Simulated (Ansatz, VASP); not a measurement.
# MoF6 in two plane-wave programs

Wanted: the spread between two codes on one cell, functional and k mesh. The cell is taken from a series of runs on this material, whose earlier steps may have relaxed, scaled, displaced or heated it; both programs get it as it stands.

Method: plane waves, with VASP 6.6.1 beside it; single point at LDA, in Ansatz 0.2.0.

### 1. The starting structure

It takes space group Im-3m (No. 229, cubic). The conventional cell has a = 6.335 Å, b = 6.335 Å, c = 6.335 Å, α = 90.00°, β = 90.00°, γ = 90.00°. Nearest to Mo lie 6 F at 1.83 Å. F has 1 Mo at 1.83 Å nearest. Farther neighbours and most contacts between anions are not listed.

### 2. Ansatz: single point, LDA

Ansatz runs on its default PAW (the set named soft_2) files.

With cell and atoms fixed, the geometry can't cause a difference; cores, projectors, grids and the points listed under the comparison can.

The input, input.yaml:

```yaml
crystal:
  lattice:
    - [-3.16734322, -3.16734322, 3.16734322]
    - [-3.16734322, 3.16734322, -3.16734322]
    - [3.16734322, -3.16734322, -3.16734322]
  atoms:
    - { symbol: Mo, position: [0.0, 0.0, 0.0] }
    - { symbol: F, position: [0.71067122, 0.71067122, 0.0] }
    - { symbol: F, position: [0.28932878, 0.28932878, 0.0] }
    - { symbol: F, position: [0.0, 0.28932878, 0.28932878] }
    - { symbol: F, position: [0.0, 0.71067122, 0.71067122] }
    - { symbol: F, position: [0.71067122, 0.0, 0.71067122] }
    - { symbol: F, position: [0.28932878, 0.0, 0.28932878] }
kpoints:
  mp_grid: { grid: [6, 6, 6] }
  band_path:
    path:
      - [[0.0, 0.0, 0.0], [0.5, -0.5, 0.5], [0.0, 0.0, 0.5], [0.0, 0.0, 0.0], [0.25, 0.25, 0.25], [0.5, -0.5, 0.5]]
      - [[0.25, 0.25, 0.25], [0.0, 0.0, 0.5]]
    npoints: 10
hamiltonian:
  xc: lda
scf:
  occupations: { method: gaussian, width: 0.08 }
  n_extra_bands: 19
  max_iter: 150
  lower_state_search: "off"
output:
  eigenvalues: true
  fatbands: true
  write_density: true
  write_potential: true
  elf: true
  volumetric_format: npy
```

Command:

```
$ ansatz run input.yaml --threads 4 --pin off --max-ram 9216MiB --backend cpu --events-out ev --progress --plain --runs-dir out
```

Numbers of over 12 decimals in the logs are rounded to 6 here.

The program printed:

```text
scf.n_extra_bands = 19 over 28 filled bands (N_el = 56.0): the run solves 47 bands
Engine: ansatz 0.2.0, aarch64-unknown-linux-gnu
Pseudopotentials: kind: paw
Pseudopotential: Mo, paw, valence charge 14, recommended cutoff 420 eV (normal), Mo.paw.azcp
Pseudopotential: F, paw, valence charge 7, recommended cutoff 420 eV (normal), F.paw.azcp
Functional definition: SPW92
  exchange = slater_x
  correlation = pw_c
Crystal: 7 atoms, lattice volume = 127.100 Å³
Basis set: ecut = 420 eV, 2491 PW (Γ)
Bands: 47, of which v1, the nominal top of the filled ones, is band 28 counted from 1 (27 counted from 0)
Symmetry: 48 space group operations
Space group: Im-3m (ITA 229), of the structure as read, at distance tolerance 5.0e-5 Å
k-points: 16 of 216
Non-local potential: Mo, projectors of the file, l = 0: 3, l = 1: 2, l = 2: 2, l = 3: 1
Non-local potential: F, projectors of the file, l = 0: 2, l = 1: 2, l = 2: 1
PAW form: soft (Blöchl's): semilocal exchange-correlation on the pseudo side does not see the compensation charge
PAW frozen core: Mo, regenerated for the run's functional, and the local potential with it (the file was generated under x = pbe(κ = 0.804, μ = 0.219515), c = pbe(β = 0.066725))
PAW frozen core: F, regenerated for the run's functional, and the local potential with it (the file was generated under x = pbe(κ = 0.804, μ = 0.219515), c = pbe(β = 0.066725))
PAW one-centre angular grid: Mo, 590 points (default); XC on 64 Gauss nodes
PAW one-centre angular grid: F, 110 points (default); XC on 64 Gauss nodes
Initial density: superposition of atomic densities (neutral atoms: chi_scale 0, normalization atom), corrected by the library's trained network
Initial wavefunctions: pseudopotential atomic-orbital guess
Functional: x = slater, c = lda
SCF iter   1: F=—  HF=-9605.685142 eV  |F-HF|=—  |Δ(HF+E_count)|=         —  Δρ=1.43e-2  dr2=1.71e-1  ethr=1.77e-3  ⟨swp⟩=5.8  Hψ=3320  notcnv=0  defer=101
preconditioner: auto → Resta (q_TF=auto, 2.380 Å⁻¹)  ε∞=2.4  [insulator: Δε(μ)=4.181 eV  Ē_g=19.513 eV  σ=0.080 eV  W_gap=1.00  n_scr=18 (ndim 8)  ℏωp=22.8 eV  f_vac=0.394  D(μ)=0.00/eV (n_scr^D=0)  ε∞_Penn≈2.4]
SCF iter   2: F=—  HF=-9605.647911 eV  |F-HF|=—  |Δ(HF+E_count)|=   3.72e-2  Δρ=6.24e-3  dr2=5.75e-2  ethr=3.05e-4  ⟨swp⟩=2.2  Hψ=1237  notcnv=0  defer=199
SCF iter   3: F=—  HF=-9605.637867 eV  |F-HF|=—  |Δ(HF+E_count)|=   1.00e-2  Δρ=2.53e-3  dr2=6.49e-3  ethr=1.03e-4  ⟨swp⟩=2.0  Hψ=849  notcnv=0  defer=199
SCF iter   4: F=—  HF=-9605.636495 eV  |F-HF|=—  |Δ(HF+E_count)|=   1.37e-3  Δρ=8.45e-4  dr2=6.50e-4  ethr=1.16e-5  ⟨swp⟩=2.4  Hψ=893  notcnv=0  defer=199
SCF iter   5: F=—  HF=-9605.636406 eV  |F-HF|=—  |Δ(HF+E_count)|=   8.94e-5  Δρ=1.11e-4  dr2=1.91e-5  ethr=1.16e-6  ⟨swp⟩=2.1  Hψ=853  notcnv=0  defer=199
SCF iter   6: F=—  HF=-9605.636412 eV  |F-HF|=—  |Δ(HF+E_count)|=   5.86e-6  Δρ=2.72e-5  dr2=6.24e-7  ethr=3.42e-8  ⟨swp⟩=2.1  Hψ=833  notcnv=0  defer=199
SCF iter   7: F=-9605.636412 eV  HF=-9605.636412 eV  |F-HF|=4.79e-9  |Δ(HF+E_count)|=   3.51e-7  Δρ=4.82e-6  dr2=1.46e-8  ethr=1.79e-10  ⟨swp⟩=10.3  Hψ=3455  notcnv=0
SCF 1 converged in 7 iterations: F = -9605.636412 eV  dr2 = 1.46e-8
  greatest PAW one-centre occupation: 0.999 electrons in one spin orbital (limit 2), on the Mo atom at site 0 (counted from 0), in its partial waves of l = 0
NSCF: frozen V_eff on 62 k-points
SCF converged after 7 iterations
Free energy (F): -9605.636412 eV
Harris-Foulkes:  -9605.636412 eV  (|F-HF|=4.79e-9)
Internal energy: -9605.636412 eV  (E = F + TS)
E sigma→0 (E₀):  -9605.636412 eV
Fermi energy:    -0.848893 eV
--- Per-component energies (eV) ---
  E_band       = -787.511752
  E_kinetic    = 1656.119465
  E_local      = -6932.236777  (includes V_loc(G=0)·N_el)
  E_nonlocal   = 594.141174
  E_hartree    = 2630.702343
  E_xc         = -642.505468
  E_vxc        = -824.080794  (∫ρ·V_xc dr)
  E_paw        = -4209.226194  (= ΣΔE_a)
  E_vpaw       = -542.871055  (= ΣTr[D̂ρ^β])
  E_aug_tail   = 0.012202  (compensation charges beyond the density's cutoff)
  E_ewald      = -2703.795484
  E_core_change = 1.152327  (= ΣΔE_core)
  E_smearing   = -0.000000  (= −TS)
  E_closure    = 0.000000  (closes the sum)
  Σ components = -9605.636412   (vs F -9605.636412, Δ=0.00e0)
--- Band table (eV; the first three rows and the last of 16) ---
  k-point 0: bands = [... 24 lower, -3.3598, -2.9890, -2.9890, -2.9890, 1.4247, 1.4247, 1.4247, 5.8570, ... 15 higher]
  k-point 1: bands = [... 24 lower, -3.3659, -3.0223, -3.0083, -3.0073, 1.3961, 1.3981, 1.4272, 5.9302, ... 15 higher]
  k-point 2: bands = [... 24 lower, -3.3779, -3.1014, -3.0550, -3.0488, 1.3383, 1.3399, 1.4324, 5.9616, ... 15 higher]
  k-point 15: bands = [... 24 lower, -3.4441, -3.0268, -3.0268, -3.0268, 1.4242, 1.4242, 1.4242, 5.6961, ... 15 higher]
```

### 3. VASP: single point, LDA

The same cell, functional (in two slightly different forms), mesh and smearing now go to VASP, with its own data sets.

Lines of VASP's logs that name or quote its potential files are left out, and so is its time.

The input, INCAR:

```
SYSTEM = MoF6
PREC = Accurate
ENCUT = 520
EDIFF = 1E-06
NELM = 120
ISMEAR = 0
SIGMA = 0.08
LREAL = .FALSE.
ALGO = Normal
GGA = PW92
NBANDS = 35
LASPH = .TRUE.
LORBIT = 11
LWAVE = .FALSE.
LCHARG = .FALSE.
ISIF = 2
GGA_COMPAT = .FALSE.
EFERMI = MIDGAP
KPAR = 2
```

The input, POSCAR:

```
MoF6
1.0
   -3.1673432200     -3.1673432200      3.1673432200
   -3.1673432200      3.1673432200     -3.1673432200
    3.1673432200     -3.1673432200     -3.1673432200
Mo F
1 6
Direct
    0.0000000000      0.0000000000      0.0000000000
    0.7106712200      0.7106712200      0.0000000000
    0.2893287800      0.2893287800      0.0000000000
    0.0000000000      0.2893287800      0.2893287800
    0.0000000000      0.7106712200      0.7106712200
    0.7106712200      0.0000000000      0.7106712200
    0.2893287800      0.0000000000      0.2893287800
```

The input, KPOINTS:

```
Automatic mesh
0
Gamma
6 6 6
0 0 0
```

The projector-augmented-wave data sets are Mo_sv and F (LDA family, release 64).

Command:

```
$ mpirun -np 2 vasp_std
```

The program printed:

```text
[banner, memory and clock lines left out]
running    2 mpi-ranks, on    1 nodes
 distrk:  each k-point on    1 cores,    2 groups
 distr:  one band on    1 cores,    1 groups

 POSCAR found type information on POSCAR MoF
 POSCAR found :  2 types and       7 ions
|                                                                             |
|               ----> ADVICE to this user running VASP <----                  |
|                                                                             |
|     You enforced a specific xc type in the INCAR file but a different       |
|     [... a line on the potential file left out ...]
|     I HOPE YOU KNOW WHAT YOU ARE DOING!                                     |
|                                                                             |

 LDA part: xc-table for (Slater(with rela. corr.)+PW92), standard interpolation
 POSCAR, INCAR and KPOINTS ok, starting setup
 FFT: planning ... GRIDC
 FFT: planning ... GRID_SOFT
 FFT: planning ... GRID
 WAVECAR not read
 entering main loop
       N       E                     dE             d eps       ncg     rms          rms(c)
DAV:   1     0.517225870800E+03    0.51723E+03   -0.31479E+04  1120   0.152E+03
DAV:   2    -0.221837792888E+02   -0.53941E+03   -0.53017E+03  1345   0.409E+02
DAV:   3    -0.530488704238E+02   -0.30865E+02   -0.30771E+02  1217   0.105E+02
DAV:   4    -0.533516272754E+02   -0.30276E+00   -0.30254E+00  1365   0.114E+01
DAV:   5    -0.533540340430E+02   -0.24068E-02   -0.24065E-02  1225   0.102E+00    0.619E+01
DAV:   6    -0.436547766449E+02    0.96993E+01   -0.36628E+01  1261   0.518E+01    0.825E+00
DAV:   7    -0.432995247223E+02    0.35525E+00   -0.69865E+00  1188   0.204E+01    0.152E+01
DAV:   8    -0.431787314128E+02    0.12079E+00   -0.85291E-01  1207   0.104E+01    0.701E+00
DAV:   9    -0.430418788937E+02    0.13685E+00   -0.11487E-01  1171   0.396E+00    0.200E+00
DAV:  10    -0.430307679057E+02    0.11111E-01   -0.31525E-02  1312   0.158E+00    0.479E-01
DAV:  11    -0.430308181294E+02   -0.50224E-04   -0.17969E-03  1262   0.301E-01    0.916E-02
DAV:  12    -0.430307071725E+02    0.11096E-03   -0.52662E-04  1272   0.179E-01    0.759E-02
DAV:  13    -0.430307136814E+02   -0.65089E-05   -0.73395E-05  1184   0.705E-02    0.570E-02
DAV:  14    -0.430307045977E+02    0.90837E-05   -0.14941E-05  1185   0.390E-02    0.134E-02
DAV:  15    -0.430307045115E+02    0.86196E-07   -0.10434E-06   781   0.710E-03
   1 F= -.43030705E+02 E0= -.43030705E+02  d E =0.000000E+00
```

OUTCAR, selected parts (step 3):

```text
ion  position               nearest neighbor table
   1  0.000  0.000  0.000-   2 1.83   3 1.83   4 1.83   5 1.83   6 1.83   7 1.83
   2  0.711  0.711  0.000-   1 1.83
   3  0.289  0.289  0.000-   1 1.83
   4  0.000  0.289  0.289-   1 1.83
   5  0.000  0.711  0.711-   1 1.83
   6  0.711  0.000  0.711-   1 1.83
   7  0.289  0.000  0.289-   1 1.83

  LATTYP: Found a body centered cubic cell.
 ALAT       =     6.3346864400

 Subroutine GETGRP returns: Found 48 space group operations
 (whereof 48 operations were pure point group operations)

The static configuration has the point symmetry O_h .

 Found     16 irreducible k-points:

   k-points           NKPTS =     16   k-points in BZ     NKDIM =     16   number of bands    NBANDS=     35

   dimension x,y,z NGX =    42 NGY =   42 NGZ =   42
   dimension x,y,z NGXF=    84 NGYF=   84 NGZF=   84

   ENCUT  =  520.0 eV  38.22 Ry    6.18 a.u.  10.20 10.20 10.20*2*pi/ulx,y,z

   NELECT =      56.0000    total number of electrons

 k-points in reciprocal lattice and weights: Automatic mesh
   0.00000000  0.00000000  0.00000000       0.005
   0.16666667  0.00000000  0.00000000       0.056
   0.33333333  0.00000000  0.00000000       0.056
   0.50000000  0.00000000  0.00000000       0.028
   0.16666667  0.16666667  0.00000000       0.111
   0.33333333  0.16666667 -0.00000000       0.222
   0.33333333  0.33333333  0.00000000       0.037
   0.16666667  0.16666667  0.16666667       0.037
   0.33333333  0.16666667  0.16666667       0.056
[...]
0.50000000  0.50000000  0.33333333       0.056
   0.50000000  0.50000000  0.50000000       0.005

 average (electrostatic) potential at core
       1 -86.8368       2 -81.1897       3 -81.1897       4 -81.1897       5 -81.1897
       6 -81.1897       7 -81.1897

 E-fermi :  -3.0587

 k-point     1 :       0.0000    0.0000    0.0000
  band No.  band energies     occupation
    ...
     24      -5.5572      2.00000
     25      -5.5572      2.00000
     26      -5.1904      2.00000
     27      -5.1904      2.00000
     28      -5.1904      2.00000
     29      -0.7947      0.00000
     30      -0.7947      0.00000
     31      -0.7947      0.00000
     32       3.6484      0.00000
     33       3.6848      0.00000
    ...

 k-point     2 :       0.1667    0.0000    0.0000
  band No.  band energies     occupation
    ...
     24      -5.6833      2.00000
     25      -5.5632      2.00000
     26      -5.2239      2.00000
     27      -5.2100      2.00000
     28      -5.2090      2.00000
     29      -0.8234      0.00000
     30      -0.8216      0.00000
     31      -0.7922      0.00000
     32       3.6992      0.00000
     33       3.8107      0.00000
    ...

 k-point     3 :       0.3333    0.0000    0.0000
  band No.  band energies     occupation
    ...
     24      -5.8848      2.00000
     25      -5.5751      2.00000
     26      -5.3032      2.00000
     27      -5.2567      2.00000
     28      -5.2500      2.00000
     29      -0.8814      0.00000
     30      -0.8797      0.00000
     31      -0.7868      0.00000
     32       3.7307      0.00000
     33       4.0623      0.00000
    ...

  Total       -1.2926162     -1.2926162     -1.2926162     -0.0000000     -0.0000000     -0.0000000
  in kB      -16.2942661    -16.2942661    -16.2942661     -0.0000000     -0.0000000     -0.0000000
  external PRESSURE =     -16.2942661 kB  Pullay stress =       0.0000000 kB

  energy-cutoff  :      520.00
  volume of cell :      127.10
      direct lattice vectors                 reciprocal lattice vectors
    -3.167343220 -3.167343220  3.167343220    -0.157861010 -0.157861010  0.000000000
    -3.167343220  3.167343220 -3.167343220    -0.157861010  0.000000000 -0.157861010
     3.167343220 -3.167343220 -3.167343220     0.000000000 -0.157861010 -0.157861010

 POSITION                                       TOTAL-FORCE (eV/Angst)
 -----------------------------------------------------------------------------------
      0.00000      0.00000      0.00000         0.000000      0.000000      0.000000
     -4.50188      0.00000      0.00000        -0.241783      0.000000      0.000000
     -1.83281      0.00000      0.00000         0.241783      0.000000      0.000000
      0.00000      0.00000     -1.83281         0.000000      0.000000      0.241783
      0.00000      0.00000     -4.50188         0.000000      0.000000     -0.241783
      0.00000     -4.50188      0.00000         0.000000     -0.241783      0.000000
      0.00000     -1.83281      0.00000         0.000000      0.241783      0.000000
 -----------------------------------------------------------------------------------
    total drift:                               -0.000000      0.000000      0.000000

  FREE ENERGIE OF THE ION-ELECTRON SYSTEM (eV)
  ---------------------------------------------------
  free  energy   TOTEN  =       -43.0307045115 eV

  energy  without entropy=      -43.0307045115  energy(sigma->0) =      -43.03070451

 total charge
# of ion       s       p       d       tot
------------------------------------------
    1        2.417   6.439   3.516  12.372
    2        1.745   4.292   0.000   6.037
    3        1.745   4.292   0.000   6.037
    4        1.745   4.292   0.000   6.037
    5        1.745   4.292   0.000   6.037
    6        1.745   4.292   0.000   6.037
    7        1.745   4.292   0.000   6.037
--------------------------------------------------
tot         12.886  32.191   3.516  48.593

[... 3 further parts left out ...]
```

The run ends at a pressure of -1.63 GPa, with forces up to 0.24 eV/Å.

### 4. Side by side

Known differences besides the potentials themselves: the cutoff is 420 eV in Ansatz and 520 eV in VASP; VASP's log shows a relativistic correction to its local exchange, Ansatz's none. Total energies have different zeros and are not compared.

Compared:

```
              quantity  Ansatz   VASP  difference
gap on the k mesh (eV)   4.282  4.263      +0.018
```

A gap on the mesh is an upper bound, since the band edges may lie between its points.

### 5. What came out

```json
{
  "difference in gap on the k mesh (single point, LDA)": "0.018 eV"
}
```

In words: The difference in gap on the k mesh is 0.018 eV (single point, LDA), within the 0.08 eV picked in this series as the mark of a large difference. How closely two codes agree says nothing of how well the functional describes the real material.

[Lines on the potential files, build, host, timing and source positions are cut from VASP's logs without a mark.]

[Logs are printed without paths, hosts, clocks, repeated set-up lines and the standing remarks that a program may print on its own settings, such as how far it seeks lower states.]

[Hosts, paths, dates, database ids (printed as entryN), source tags and the programs' standing remarks are cut or masked in the printed files.]
